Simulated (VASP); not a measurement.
A convergence study with VASP on AlN (zinc blende): one setting is varied, all else stays as given below, so the limit is that of these other settings. Each run relaxes cell and ions from the cell shown. The basis is that of the starting cell, so low cut-offs carry a Pulay error.

```
CELL_PARAMETERS angstrom
      0.00000     2.19000     2.19000
      2.19000     0.00000     2.19000
      2.19000     2.19000     0.00000
ATOMIC_POSITIONS crystal
  Al 0.00000 0.00000 0.00000
  N  0.25000 0.25000 0.25000
```

Method: PBE GGA, VASP's PBE PAW potentials (set 64) (plane waves; VASP). The tightest run used: 800 eV cut-off, 9×9×9 Γ-centred mesh, Gaussian smearing of 0.050 eV, potentials Al N.

Gaps are read on the run's mesh, which can miss a band edge.

The settings run are ENCUT = 250; ENCUT = 300; ENCUT = 350; ENCUT = 400; ENCUT = 450; ENCUT = 500; ENCUT = 550; ENCUT = 600; ENCUT = 650; ENCUT = 750; ENCUT = 800. From which on does the relaxed volume stay within 0.05 Å³/atom of the tightest run?

From ENCUT = 450 on: it is off by 0.046 there and by no more than 0.05 in any finer run, while ENCUT = 400 is off by 0.181.
| setting | relaxed volume (Å³/atom) | E (eV/atom) | gap on the mesh (eV) | plane waves | difference judged (Å³/atom) |
|---|---|---|---|---|---|
| ENCUT = 250 | 9.287 | -7.5707 | 3.445 | 198 | 1.369 |
| ENCUT = 300 | 9.848 | -7.4509 | 3.540 | 265 | 0.809 |
| ENCUT = 350 | 10.230 | -7.4201 | 3.531 | 331 | 0.426 |
| ENCUT = 400 | 10.476 | -7.4224 | 3.498 | 389 | 0.181 |
| ENCUT = 450 | 10.610 | -7.4246 | 3.488 | 469 | 0.046 |
| ENCUT = 500 | 10.652 | -7.4238 | 3.486 | 543 | 0.004 |
| ENCUT = 550 | 10.655 | -7.4237 | 3.486 | 624 | 0.001 |
| ENCUT = 600 | 10.650 | -7.4243 | 3.486 | 725 | 0.007 |
| ENCUT = 650 | 10.647 | -7.4251 | 3.486 | 809 | 0.009 |
| ENCUT = 750 | 10.653 | -7.4262 | 3.486 | 1002 | 0.004 |
| ENCUT = 800 | 10.657 | -7.4265 | 3.486 | 1091 | 0.000 |

Left out are rungs that failed or repeat a setting and relaxations that didn't move; long series are thinned to 24 rows.

The compound is AlN in the zinc blende structure, a metastable form; wurtzite is the usual one.
